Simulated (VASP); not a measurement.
A convergence study with VASP on SrTe (rock salt): one setting is varied, all else stays as given below, so the limit is that of these other settings.

```
SrTe
1.0
    0.00000     3.33000     3.33000
    3.33000     0.00000     3.33000
    3.33000     3.33000     0.00000
Sr Te
1 1
Cartesian
  0.00000   0.00000   0.00000
  3.33000   3.33000   3.33000
```

Level of theory: PBE GGA, VASP's PBE PAW potentials (set 64) (plane waves; VASP 6.6.1). The tightest run used: 550 eV cut-off, 12×12×12 Monkhorst-Pack mesh, Gaussian smearing of 0.050 eV, potentials Sr_sv Te.

```json
[
 {"setting": "1×1×1 mesh", "E (eV/atom)": "0.0251", "pressure (GPa)": "23.19", "irreducible k-points": "1"},
 {"setting": "2×2×2 mesh", "E (eV/atom)": "-4.1582", "pressure (GPa)": "0.72", "irreducible k-points": "2"},
 {"setting": "3×3×3 mesh", "E (eV/atom)": "-4.0933", "pressure (GPa)": "1.37", "irreducible k-points": "4"}
]
```

**Question.** These are the cheaper rows. Estimate the results at 12×12×12 mesh, and how far the last row shown lies from them.

**Answer.** 
| quantity | tightest run | last row shown is off by |
|---|---|---|
| E (eV/atom) | -4.1311 | 0.0378 |
| pressure (GPa) | 1.00 | 0.37 |

Left out are rungs that failed or repeat a setting and relaxations that didn't move; long series are thinned to 24 rows.

The compound is SrTe in the rock salt structure. The cell was not relaxed at this level.
